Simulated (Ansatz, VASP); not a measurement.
## Li (Li(110)) in two plane-wave programs

Wanted: the spread between two codes on one cell, functional and k mesh.

Method: plane waves, with VASP 6.6.1 beside it; band structure at r2SCAN, in Ansatz 0.2.0.

### 1. The starting structure

The cell holds 7 atoms: 7 Li. Cell: a = 3.022 Å, b = 3.022 Å, c = 32.807 Å, α = 90.0°, β = 90.0°, γ = 70.5°. Vacuum lies along c.

Structure file:

```xyz
7
Lattice="2.4678 -1.7450 0.0000 2.4678 1.7450 0.0000 0.0000 0.0000 32.8068" Properties=species:S:1:pos:R:3
Li    0.0000    0.0000    9.0000
Li    2.4678    0.0000   11.4678
Li    0.0000    0.0000   13.9356
Li    2.4678    0.0000   16.4034
Li    0.0000    0.0000   18.8712
Li    2.4678    0.0000   21.3390
Li    0.0000    0.0000   23.8068
```

### 2. VASP: band structure, r2SCAN

With cell and atoms fixed, the geometry can't cause a difference; cores, projectors, grids and the points listed under the comparison can.

Lines of VASP's logs that name or quote its potential files are left out, and so is its time.

Input file INCAR:

```
SYSTEM = Li
PREC = Normal
ENCUT = 300
EDIFF = 1E-06
NELM = 120
ISMEAR = -1
SIGMA = 0.1
LREAL = .FALSE.
ALGO = Normal
METAGGA = R2SCAN
LASPH = .TRUE.
NBANDS = 21
LORBIT = 11
LWAVE = .FALSE.
LCHARG = .TRUE.
IDIPOL = 3
LDIPOL = .TRUE.
DIPOL = 0.5 0.5 0.5
LVHAR = .TRUE.
LVACPOTAV = .TRUE.
LELF = .TRUE.
NEDOS = 1500
```

Input file POSCAR:

```
Li
1.0
    2.4678026663     -1.7450000000      0.0000000000
    2.4678026663      1.7450000000      0.0000000000
    0.0000000000      0.0000000000     32.8068159980
Li
7
Direct
    0.0000000000      0.0000000000      0.2743332361
    0.5000000000      0.5000000000      0.3495554908
    0.0000000000      0.0000000000      0.4247777454
    0.5000000000      0.5000000000      0.5000000000
    0.0000000000      0.0000000000      0.5752222546
    0.5000000000      0.5000000000      0.6504445092
    0.0000000000      0.0000000000      0.7256667639
```

Input file KPOINTS:

```
Automatic mesh
0
Gamma
14 14 1
0 0 0
```

Input file KPOINTS_OPT:

```
Line mode
14
Line-mode
Reciprocal
  0.00000000   0.00000000   0.00000000 GAMMA
  0.37500000  -0.37500000   0.00000000 X

  0.37500000  -0.37500000   0.00000000 X
  0.62500000   0.37500000   0.00000000 A1

  0.62500000   0.37500000   0.00000000 A1
  0.50000000   0.50000000   0.00000000 Y

  0.50000000   0.50000000   0.00000000 Y
  0.00000000   0.00000000   0.00000000 GAMMA
```

Potentials, in the order of the species: Li (PBE family, release 64).

Started as:

```
mpirun -np 2 vasp_std
```

What it wrote:

```text
[banner, memory and clock lines left out]
running    2 mpi-ranks, on    1 nodes
 distrk:  each k-point on    2 cores,    1 groups
 distr:  one band on    1 cores,    2 groups

 POSCAR found type information on POSCAR Li
 POSCAR found :  1 types and       7 ions
|                                                                             |
|               ----> ADVICE to this user running VASP <----                  |
|                                                                             |
|     You enforced a specific xc type in the INCAR file but a different       |
|     [... a line on the potential file left out ...]
|     I HOPE YOU KNOW WHAT YOU ARE DOING!                                     |
|                                                                             |

 LDA part: xc-table for (None), standard interpolation
|                                                                             |
|           W    W    AA    RRRRR   N    N  II  N    N   GGGG   !!!           |
|           W    W   A  A   R    R  NN   N  II  NN   N  G    G  !!!           |
|           W    W  A    A  R    R  N N  N  II  N N  N  G       !!!           |
|           W WW W  AAAAAA  RRRRR   N  N N  II  N  N N  G  GGG   !            |
|           WW  WW  A    A  R   R   N   NN  II  N   NN  G    G                |
|           W    W  A    A  R    R  N    N  II  N    N   GGGG   !!!           |
|                                                                             |
|     The number of bands has been changed from the values supplied in        |
|     The orbitals not found in the WAVECAR file will be initialized with     |
|     random numbers, which is usually adequate. For correlated               |
|     calculations, however, you should redo the groundstate calculation.     |
|     I found NBANDS = 21. Now, NBANDS = 22.                                  |
|                                                                             |

 POSCAR, INCAR and KPOINTS ok, starting setup
 FFT: planning ... GRIDC
 FFT: planning ... GRID_SOFT
 FFT: planning ... GRID
 WAVECAR not read
 entering main loop
       N       E                     dE             d eps       ncg     rms          rms(c)
DAV:   1    -0.917719439514E+01   -0.91772E+01   -0.13270E+03  2508   0.122E+02
DAV:   2    -0.164889716925E+02   -0.73118E+01   -0.70422E+01  3338   0.256E+01
DAV:   3    -0.167725938620E+02   -0.28362E+00   -0.28090E+00  3314   0.413E+00
DAV:   4    -0.167806327651E+02   -0.80389E-02   -0.80364E-02  3206   0.723E-01
DAV:   5    -0.167810861372E+02   -0.45337E-03   -0.45336E-03  3618   0.167E-01    0.137E+00
DAV:   6    -0.168956456874E+02   -0.11456E+00   -0.18900E+01  3642   0.300E+00    0.209E+00
DAV:   7    -0.160437796961E+02    0.85187E+00   -0.93807E+00  3252   0.209E+00    0.658E-01
DAV:   8    -0.159214795903E+02    0.12230E+00   -0.14374E+00  3224   0.922E-01    0.508E-01
DAV:   9    -0.159286242781E+02   -0.71447E-02   -0.10358E+00  3106   0.779E-01    0.318E-01
DAV:  10    -0.158868370628E+02    0.41787E-01   -0.92146E-02  2734   0.274E-01    0.126E-01
DAV:  11    -0.158829064263E+02    0.39306E-02   -0.46399E-02  2942   0.198E-01    0.784E-02
DAV:  12    -0.158857078269E+02   -0.28014E-02   -0.16557E-02  2828   0.152E-01    0.787E-02
DAV:  13    -0.158844998905E+02    0.12079E-02   -0.13094E-02  3050   0.955E-02    0.235E-02
DAV:  14    -0.158856950319E+02   -0.11951E-02   -0.34231E-03  2690   0.572E-02    0.352E-02
DAV:  15    -0.158857271679E+02   -0.32136E-04   -0.24540E-03  2704   0.424E-02    0.648E-03
DAV:  16    -0.158859146673E+02   -0.18750E-03   -0.69167E-05  2826   0.176E-02    0.348E-03
DAV:  17    -0.158860474595E+02   -0.13279E-03   -0.23537E-05  2568   0.114E-02    0.113E-03
DAV:  18    -0.158860664165E+02   -0.18957E-04   -0.30286E-06  2670   0.396E-03    0.959E-04
DAV:  19    -0.158860893353E+02   -0.22919E-04   -0.37419E-06  2914   0.370E-03    0.731E-04
DAV:  20    -0.158860965293E+02   -0.71941E-05   -0.84920E-07  2626   0.252E-03    0.604E-04
DAV:  21    -0.158861025344E+02   -0.60050E-05   -0.38535E-07  2858   0.170E-03    0.276E-04
DAV:  22    -0.158861044925E+02   -0.19581E-05   -0.27645E-07  2538   0.142E-03    0.115E-04
DAV:  23    -0.158861049565E+02   -0.46407E-06   -0.94260E-08  2526   0.970E-04
|                                                                             |
|           W    W    AA    RRRRR   N    N  II  N    N   GGGG   !!!           |
|           W    W   A  A   R    R  NN   N  II  NN   N  G    G  !!!           |
|           W    W  A    A  R    R  N N  N  II  N N  N  G       !!!           |
|           W WW W  AAAAAA  RRRRR   N  N N  II  N  N N  G  GGG   !            |
|           WW  WW  A    A  R   R   N   NN  II  N   NN  G    G                |
|           W    W  A    A  R    R  N    N  II  N    N   GGGG   !!!           |
|                                                                             |
|     Did not find any points to average over, which means that no vacuum     |
|     field-free region was found. Please increase the size of  your cell     |
|     in the dimension of the dipole correction to obtain accurate            |
|     workfunction values.                                                    |
|                                                                             |

   1 F= -.15886105E+02 E0= -.15830200E+02  d E =-.111811E+00
 Start KPOINTS_OPT (optional k-point list driver)
k-point batch [1-56\56]
       N       E                     dE             ncg
DAV:   1    -0.847287866340E+02   -0.85989E+04     2472
DAV:   2    -0.560355400666E+03   -0.47563E+03     3404
DAV:   3    -0.584040763104E+03   -0.23685E+02     3160
DAV:   4    -0.584370041499E+03   -0.32928E+00     3090
DAV:   5    -0.584377650433E+03   -0.76089E-02     3240
DAV:   6    -0.584377938248E+03   -0.28781E-03     3204
DAV:   7    -0.584377949675E+03   -0.11427E-04     3250
DAV:   8    -0.584377950107E+03   -0.43141E-06     2116
```

From OUTCAR (step 2):

```text
ion  position               nearest neighbor table
   1  0.000  0.000  0.274-   2 3.02   2 3.02
   2  0.500  0.500  0.350-   3 3.02   3 3.02   1 3.02   1 3.02
   3  0.000  0.000  0.425-   2 3.02   4 3.02   2 3.02   4 3.02
   4  0.500  0.500  0.500-   3 3.02   5 3.02   3 3.02   5 3.02
   5  0.000  0.000  0.575-   4 3.02   6 3.02   4 3.02   6 3.02
   6  0.500  0.500  0.650-   5 3.02   5 3.02   7 3.02   7 3.02
   7  0.000  0.000  0.726-   6 3.02   6 3.02

  LATTYP: Found a base centered orthorhombic cell.
 ALAT       =     3.4900000000
 B/A-ratio  =     1.4142135623
 C/A-ratio  =     9.4002338103

 Subroutine GETGRP returns: Found  8 space group operations
 (whereof  8 operations were pure point group operations)

The static configuration has the point symmetry D_2h.

 Found     57 irreducible k-points:

   k-points           NKPTS =     57   k-points in BZ     NKDIM =     57   number of bands    NBANDS=     22

   dimension x,y,z NGX =    14 NGY =   14 NGZ =  140
   dimension x,y,z NGXF=    28 NGYF=   28 NGZF=  280

   ENCUT  =  300.0 eV  22.05 Ry    4.70 a.u.   4.27  4.27 46.33*2*pi/ulx,y,z

   NELECT =       7.0000    total number of electrons

 k-points in reciprocal lattice and weights: Automatic mesh
   0.00000000  0.00000000  0.00000000       0.005
   0.07142857  0.00000000  0.00000000       0.020
   0.14285714  0.00000000  0.00000000       0.020
   0.21428571  0.00000000  0.00000000       0.020
   0.28571429  0.00000000  0.00000000       0.020
   0.35714286  0.00000000  0.00000000       0.020
   0.42857143  0.00000000  0.00000000       0.020
   0.50000000  0.00000000  0.00000000       0.010
   0.07142857  0.07142857  0.00000000       0.010
[...]
-0.42857143  0.42857143  0.00000000       0.010
   0.50000000  0.50000000  0.00000000       0.005

 dipolmoment           0.000000      0.000000      0.000000 electrons x Angstroem

 average (electrostatic) potential at core
       1 -34.4214       2 -33.9239       3 -33.8951       4 -33.9053       5 -33.8951
       6 -33.9239       7 -34.4214

 E-fermi :  -1.2718

 k-point     1 :       0.0000    0.0000    0.0000
  band No.  band energies     occupation
    ...
      3      -4.4111      2.00000
      4      -3.8061      2.00000
      5      -3.0398      2.00000
      6      -2.1717      1.99975
      7      -1.3628      1.42624
      8      -0.9743      0.09717
      9       1.7300      0.00000
     10       1.9632      0.00000
     11       2.3759      0.00000
     12       3.1537      0.00000
    ...

 k-point     2 :       0.0714    0.0000    0.0000
  band No.  band energies     occupation
    ...
      3      -4.3321      2.00000
      4      -3.7266      2.00000
      5      -2.9589      2.00000
      6      -2.0869      1.99942
      7      -1.2693      0.98784
      8      -0.8736      0.03662
      9       1.8116      0.00000
     10       2.0514      0.00000
     11       2.4412      0.00000
     12       3.2257      0.00000
    ...

 k-point     3 :       0.1429    0.0000    0.0000
  band No.  band energies     occupation
    ...
      2      -4.5082      2.00000
      3      -4.0956      2.00000
      4      -3.4891      2.00000
      5      -2.7180      2.00000
      6      -1.8356      1.99291
      7      -0.9915      0.11437
      8      -0.5715      0.00182
      9       2.0406      0.00000
     10       2.3120      0.00000
     11       2.6280      0.00000
    ...

  Total        0.2103003     -0.1159732     -0.4917011      0.0000000      0.0000000      0.0000000
  in kB        1.1924787     -0.6576095     -2.7881225      0.0000000      0.0000000      0.0000000
  external PRESSURE =      -0.7510845 kB  Pullay stress =       0.0000000 kB

  energy-cutoff  :      300.00
  volume of cell :      282.55
      direct lattice vectors                 reciprocal lattice vectors
     2.467802666 -1.745000000  0.000000000     0.202609393 -0.286532951  0.000000000
     2.467802666  1.745000000  0.000000000     0.202609393  0.286532951  0.000000000
     0.000000000  0.000000000 32.806815998     0.000000000  0.000000000  0.030481471

 POSITION                                       TOTAL-FORCE (eV/Angst)
 -----------------------------------------------------------------------------------
      0.00000      0.00000      9.00000        -0.000000      0.000000      0.081516
      2.46780      0.00000     11.46780        -0.000000      0.000000     -0.062911
      0.00000      0.00000     13.93561         0.000000      0.000000     -0.012969
      2.46780      0.00000     16.40341         0.000000      0.000000      0.000000
      0.00000      0.00000     18.87121        -0.000000      0.000000      0.012969
      2.46780      0.00000     21.33901        -0.000000      0.000000      0.062911
      0.00000      0.00000     23.80682         0.000000      0.000000     -0.081516
 -----------------------------------------------------------------------------------
    total drift:                                0.000000     -0.000000      0.000000

  FREE ENERGIE OF THE ION-ELECTRON SYSTEM (eV)
  ---------------------------------------------------
  free  energy   TOTEN  =       -15.8861049565 eV

  energy  without entropy=      -15.7742940435  energy(sigma->0) =      -15.83019950

 vacuum level on the upper side and lower side of the slab         1.987         1.987

 total charge
# of ion       s       p       d       tot
------------------------------------------
    1        0.118   0.071   0.000   0.189
    2        0.114   0.090   0.000   0.204
    3        0.115   0.090   0.000   0.205
    4        0.115   0.090   0.000   0.205
    5        0.115   0.090   0.000   0.205
    6        0.114   0.090   0.000   0.204
    7        0.118   0.071   0.000   0.189
--------------------------------------------------
tot          0.809   0.591   0.000   1.400

[... 3 further parts left out ...]
```

This run has no spin polarisation. Its electron count is odd, so without a moment it is a metal by construction.

(Part 1 of 2 ends here.)

[Lines on the potential files, build, host, timing and source positions are cut from VASP's logs without a mark.]

[Logs are printed without paths, hosts, clocks, repeated set-up lines and the standing remarks that a program may print on its own settings, such as how far it seeks lower states.]

[Hosts, paths, dates, database ids (printed as entryN), source tags and the programs' standing remarks are cut or masked in the printed files.]
